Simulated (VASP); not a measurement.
```xyz
2
Lattice="0.0000 3.0747 3.0747 3.0747 0.0000 3.0747 3.0747 3.0747 0.0000" Properties=species:S:1:pos:R:3 pbc="T T T"
Ga     0.0000     0.0000     0.0000
Sb     1.5374     1.5374     1.5374
```

All values below come from PBEsol GGA, VASP's PBE PAW potentials (set 64) (plane waves; VASP 6.6.1). Numerical set-up: 300 eV cut-off, 8×8×8 Γ-centred mesh, Fermi-Dirac smearing of 0.050 eV, potentials Ga_d Sb.

### Question
Give the energies of bands 7 to 12 at the high-symmetry points, in eV from the Fermi level.

### Answer

```tsv
band	Γ	X	U	L	W
7	-0.12	-6.76	-6.59	-6.32	-6.63
8	0.00	-2.54	-3.57	-1.13	-3.31
9	0.00	-2.54	-2.16	-1.13	-3.09
10	0.00	0.86	1.35	0.32	3.60
11	2.76	1.19	3.80	3.72	4.24
12	2.76	8.56	6.49	3.72	4.33
```

It has no gap at this level: it comes out as a metal or semimetal.

The structure is a typed GaSb crystal (F-43m). The cell was not relaxed at this level.
